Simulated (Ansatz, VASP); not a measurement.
# Cross-check of Co between VASP and Ansatz, part 2 of 2

One calculation is typed for both programs; each brings its own data sets. How far apart do they land? The structure shown is the end of the Ansatz relaxation below.

VASP 6.6.1 and Ansatz 0.2.0.

So far: Set-up; Ansatz: relaxation, PBEsol; VASP: single point, PBEsol, pair 1; Side by side.

## (5) Ansatz: relaxation, PBEsol

Level of this step: Ansatz beside VASP: Kohn-Sham DFT, plane waves, PBEsol (Ansatz).

This run makes the geometry at which the two programs are then compared. The cell compared in this pair holds 21.09 Å³, against 20.34 Å³ for the pair before.

The structure compared here is the end of the Ansatz relaxation.

File input.yaml:

```yaml
crystal:
  lattice:
    - [2.4567210838, 0.0, 0.0]
    - [-1.2283605419, 2.1275828686, 0.0]
    - [0.0, 0.0, 3.9681891211]
  atoms:
    - { symbol: Co, position: [0.3333333333, 0.6666666667, 0.75], spin: 1.6 }
    - { symbol: Co, position: [0.6666666667, 0.3333333333, 0.25], spin: 1.6 }
magnetization:
  spin_polarized: true
kpoints:
  mp_grid: { grid: [20, 20, 11] }
scf:
  occupations: { method: fermi_dirac, width: 0.05 }
hamiltonian:
  xc: pbesol
  pseudopotentials: { kind: paw, azcp: { folder: soft_1 }, xc_functional: pbe }
basis:
  ecutwfc: 600
output:
  forces: true
  stress: true
  write_density: true
  write_potential: true
  elf: true
  volumetric_format: npy
relax:
  f_tol: 0.005
  max_steps: 70
  cell: { stress_tol: 0.02, p_target: -4 }
```

Command:

```console
$ ansatz run input.yaml --threads 3 --pin off --max-ram 5120MiB --backend cpu --events-out ev --progress --plain --runs-dir out
```

Numbers of over 12 decimals in the logs are rounded to 6 here.

What it wrote:

```text
[...]
Crystal: 2 atoms, lattice volume = 20.741 Å³
Basis set: ecut = 600 eV, 687 PW (Γ), exchange–correlation on 40×40×64 points (8 copies of the dense FFT grid, shifted against one another)
Bands: 23, of which v1, the nominal top of the filled ones, is band 17 counted from 1 (16 counted from 0)
Symmetry: 24 space group operations
[...]
--- Relaxed structure (4 steps of the walk, 4 accepted, 1 SCFs on fresh bases) ---
[...]
cell:  # Å, volume = 21.0923 Å³
    - [2.470379, 0, 0]
    - [-1.235189, 2.139411, 4.437564062895217e-19]
    - [0, 8.276572301139113e-19, 3.990858]
  atoms:
    - { symbol: Co, position: [0.333333, 0.666667, 0.750000] }
    - { symbol: Co, position: [0.666667, 0.333333, 0.250000] }
[key lines of the parts left out:]
SCF converged after 8 iterations
Magnetization: 3.1754 μB (18.5877 up, 15.4123 down)
Free energy (F): -10186.004071 eV
Fermi energy:    19.148142 eV
P = ⅓ Tr σ = -4.0021 GPa (-40.021 kbar)
```

## (6) VASP: single point, PBEsol, pair 2

The same cell, functional, mesh and smearing now go to VASP, with its own data sets.

File INCAR:

```
SYSTEM = Co
PREC = Accurate
ENCUT = 600
EDIFF = 1E-06
NELM = 200
ISMEAR = -1
SIGMA = 0.05
LREAL = .FALSE.
ALGO = Normal
GGA = PS
NBANDS = 18
ISPIN = 2
MAGMOM = 1.65 1.65
LASPH = .TRUE.
LMAXMIX = 4
LORBIT = 11
LWAVE = .FALSE.
LCHARG = .FALSE.
ISIF = 2
GGA_COMPAT = .FALSE.
KPAR = 2
```

File POSCAR:

```
Co
1.0
    2.4703789896      0.0000000000      0.0000000000
   -1.2351894948      2.1394109620      0.0000000000
    0.0000000000      0.0000000000      3.9908575948
Co
2
Direct
    0.3333333334      0.6666666668      0.7500000000
    0.6666666668      0.3333333334      0.2500000000
```

File KPOINTS:

```
Automatic mesh
0
Gamma
20 20 11
0 0 0
```

Potentials, in the order of the species: Co (PBE family, release 64).

Command:

```console
$ mpirun -np 2 vasp_std
```

What it wrote:

```text
[banner, memory and clock lines left out]
running    2 mpi-ranks, on    1 nodes
[...]
[... a notice as in an earlier step ...]

 LDA part: xc-table for (Slater+PW92), standard interpolation
 POSCAR, INCAR and KPOINTS ok, starting setup
[...]
entering main loop
       N       E                     dE             d eps       ncg     rms          rms(c)
DAV:   1     0.863194319954E+02    0.86319E+02   -0.88587E+03 19744   0.148E+03
DAV:   2    -0.142313386457E+02   -0.10055E+03   -0.91385E+02 19042   0.241E+02
DAV:   3    -0.179764083812E+02   -0.37451E+01   -0.35981E+01 21032   0.595E+01
DAV:   4    -0.180327855697E+02   -0.56377E-01   -0.56341E-01 23788   0.619E+00
[...]
DAV:  12    -0.154747085655E+02    0.72417E-05   -0.98397E-06 20582   0.245E-02    0.174E-02
DAV:  13    -0.154747068788E+02    0.16867E-05   -0.19892E-06 15544   0.193E-02    0.101E-02
DAV:  14    -0.154747069142E+02   -0.35436E-07   -0.69632E-07 13132   0.967E-03
   1 F= -.15474707E+02 E0= -.15468072E+02  d E =-.132694E-01  mag=     3.1685
```

From OUTCAR (step 6):

```text
  Total       -0.6252874     -0.6252874     -0.6385583      0.0000000      0.0000000      0.0000000
  in kB      -47.4970025    -47.4970025    -48.5050652      0.0000000      0.0000000      0.0000000
  external PRESSURE =     -47.8330234 kB  Pullay stress =       0.0000000 kB

 POSITION                                       TOTAL-FORCE (eV/Angst)
 -----------------------------------------------------------------------------------
      0.00000      1.42627      2.99314        -0.000000     -0.000000     -0.000000
      1.23519      0.71314      0.99771         0.000000      0.000000      0.000000
 -----------------------------------------------------------------------------------
    total drift:                                0.000000      0.000000      0.000000

  FREE ENERGIE OF THE ION-ELECTRON SYSTEM (eV)
  ---------------------------------------------------
  free  energy   TOTEN  =       -15.4747069142 eV

  energy  without entropy=      -15.4614375201  energy(sigma->0) =      -15.46807222

 magnetization (x)
# of ion       s       p       d       tot
------------------------------------------
    1       -0.015  -0.052   1.661   1.594
    2       -0.015  -0.052   1.661   1.594
--------------------------------------------------
tot         -0.030  -0.104   3.322   3.189

[... 1 part as in an earlier step ...]

[... 2 further parts left out ...]
[key lines of the parts left out:]
E-fermi :  10.4668
```

The run ends at a pressure of -4.78 GPa.

## (7) Side by side

What differs besides the data sets and the points named for the pairs above, as far as they apply: the data sets hold 34 valence electrons in Ansatz (on its PAW soft_1 files) and 18 in VASP. Total energies have different zeros and are not compared.

Compared:

```tsv
quantity	Ansatz	VASP	difference
pressure (GPa)	-4.00	-4.78	+0.78
total moment (μB)	3.18	3.17	+0.01
moment on Co1 (μB)	1.65	1.59	+0.06
moment on Co2 (μB)	1.65	1.59	+0.06
```

## (8) Ansatz: relaxation, PBEsol

This run makes the geometry at which the two programs are then compared. The cell compared in this pair holds 19.66 Å³, against 21.09 Å³ for the pair before.

The structure compared here is the end of the Ansatz relaxation.

Changes to input.yaml since step 5:

```diff
@@ -22,6 +22,2 @@
   stress: true
-  write_density: true
-  write_potential: true
-  elf: true
-  volumetric_format: npy
 relax:
@@ -29,2 +25,2 @@
   max_steps: 70
-  cell: { stress_tol: 0.02, p_target: -4 }
+  cell: { stress_tol: 0.02, p_target: 15 }
```

Command:

```console
$ ansatz run input.yaml --threads 3 --pin off --max-ram 5120MiB --backend cpu --events-out ev --progress --plain --runs-dir out
```

What it wrote:

```text
[...]
Crystal: 2 atoms, lattice volume = 20.741 Å³
Basis set: ecut = 600 eV, 687 PW (Γ), exchange–correlation on 40×40×64 points (8 copies of the dense FFT grid, shifted against one another)
Bands: 23, of which v1, the nominal top of the filled ones, is band 17 counted from 1 (16 counted from 0)
Symmetry: 24 space group operations
[...]
P = ⅓ Tr σ = 15.0017 GPa (150.017 kbar)
--- Relaxed structure (5 steps of the walk, 5 accepted, 1 SCFs on fresh bases) ---
[...]
cell:  # Å, volume = 19.6551 Å³
    - [2.413386, 0, 0]
    - [-1.206693, 2.090053, -1.4042583296984698e-18]
    - [0, -2.619104858092648e-18, 3.896642]
  atoms:
    - { symbol: Co, position: [0.333333, 0.666667, 0.750000] }
    - { symbol: Co, position: [0.666667, 0.333333, 0.25] }
[key lines of the parts left out:]
SCF converged after 8 iterations
Magnetization: 3.0773 μB (18.5387 up, 15.4613 down)
Free energy (F): -10185.959989 eV
Fermi energy:    20.819985 eV
```

## (9) VASP: single point, PBEsol, pair 3

The same cell, functional, mesh and smearing now go to VASP, with its own data sets.

Changes to INCAR since step 6:

```diff
@@ -12,3 +12,3 @@
 ISPIN = 2
-MAGMOM = 1.65 1.65
+MAGMOM = 1.6 1.6
 LASPH = .TRUE.
```

File POSCAR:

```
Co
1.0
    2.4133855046      0.0000000000      0.0000000000
   -1.2066927523      2.0900531561      0.0000000000
    0.0000000000      0.0000000000      3.8966415971
Co
2
Direct
    0.3333333334      0.6666666668      0.7500000000
    0.6666666668      0.3333333334      0.2500000000
```

KPOINTS is that of step 6.

Command:

```console
$ mpirun -np 2 vasp_std
```

What it wrote:

```text
[... set-up lines as in an earlier step ...]
 entering main loop
       N       E                     dE             d eps       ncg     rms          rms(c)
DAV:   1     0.851303295970E+02    0.85130E+02   -0.88662E+03 20016   0.151E+03
DAV:   2    -0.141298696826E+02   -0.99260E+02   -0.89959E+02 19058   0.242E+02
DAV:   3    -0.178926395554E+02   -0.37628E+01   -0.36404E+01 20914   0.602E+01
DAV:   4    -0.179488179089E+02   -0.56178E-01   -0.56140E-01 23672   0.622E+00
[...]
DAV:  11    -0.154383349693E+02   -0.21462E-03   -0.24730E-04 26100   0.277E-01    0.458E-02
DAV:  12    -0.154383388917E+02   -0.39223E-05   -0.24141E-05 22054   0.409E-02    0.173E-02
DAV:  13    -0.154383381646E+02    0.72702E-06   -0.20388E-06 16984   0.214E-02
   1 F= -.15438338E+02 E0= -.15431700E+02  d E =-.132769E-01  mag=     3.0665
```

From OUTCAR (step 9):

```text
  Total        1.6989058      1.6989058      1.6824549      0.0000000      0.0000000      0.0000000
  in kB      138.4858468    138.4858468    137.1448573      0.0000000      0.0000000      0.0000000
  external PRESSURE =     138.0388503 kB  Pullay stress =       0.0000000 kB

 POSITION                                       TOTAL-FORCE (eV/Angst)
 -----------------------------------------------------------------------------------
      0.00000      1.39337      2.92248        -0.000000      0.000000      0.000000
      1.20669      0.69668      0.97416         0.000000     -0.000000      0.000000
 -----------------------------------------------------------------------------------
    total drift:                                0.000000      0.000000      0.000000

  FREE ENERGIE OF THE ION-ELECTRON SYSTEM (eV)
  ---------------------------------------------------
  free  energy   TOTEN  =       -15.4383381646 eV

  energy  without entropy=      -15.4250612519  energy(sigma->0) =      -15.43169971

 magnetization (x)
# of ion       s       p       d       tot
------------------------------------------
    1       -0.015  -0.051   1.597   1.530
    2       -0.015  -0.051   1.597   1.530
--------------------------------------------------
tot         -0.031  -0.103   3.194   3.061

[... 1 part as in an earlier step ...]

[... 2 further parts left out ...]
[key lines of the parts left out:]
E-fermi :  11.5236
```

The run ends at a pressure of 13.80 GPa.

## (10) Differences

What differs besides the data sets and the points named for the pairs above, as far as they apply: the data sets hold 34 valence electrons in Ansatz (on its PAW soft_1 files) and 18 in VASP. Total energies have different zeros and are not compared.

Compared:

```tsv
quantity	Ansatz	VASP	difference
pressure (GPa)	15.00	13.80	+1.20
total moment (μB)	3.08	3.07	+0.01
moment on Co1 (μB)	1.60	1.53	+0.07
moment on Co2 (μB)	1.60	1.53	+0.07
```

## (11) Further runs

Further runs change the set-up of one program: Ansatz's method, potentials or start, or VASP's data sets, cutoff or form of LDA. The table gives Ansatz less VASP for each quantity, since a change that brings one quantity closer may part another.

```tsv
run	pressure (GPa)	total moment (μB)
as above	1.2	0.011
VASP with the data sets Co_sv	3.9	0.0015
```

## (12) What came out

```yaml
difference_in_total_moment_single_point_pbesol_pair_1: 0.0074 μB
difference_in_pressure_single_point_pbesol_pair_1: 0.98 GPa
difference_in_total_moment_single_point_pbesol_pair_2: 0.0069 μB
difference_in_pressure_single_point_pbesol_pair_2: 0.78 GPa
difference_in_pressure_single_point_pbesol_pair_3: 1.2 GPa
```

**Reading.** The difference in pressure is 1.2 GPa (single point, PBEsol, pair 3), beyond the 1 GPa picked in this series as the mark of a large difference. The data sets hold unlike numbers of valence electrons (34 in Ansatz and 18 in VASP), so part of the differences comes from the potentials. Single point, PBEsol, pair 3, VASP with the data sets Co_sv: the difference in pressure goes from 1.2 to 3.9 GPa; the difference in total moment goes from 0.011 to 0.0015 μB. 3 further runs of this series are not shown here. How closely two codes agree says nothing of how well the functional describes the real material.

[Lines on the potential files, build, host, timing and source positions are cut from VASP's logs without a mark.]

[Logs are printed without paths, hosts, clocks, repeated set-up lines and the standing remarks that a program may print on its own settings, such as how far it seeks lower states.]

[Hosts, paths, dates, database ids (printed as entryN), source tags and the programs' standing remarks are cut or masked in the printed files.]
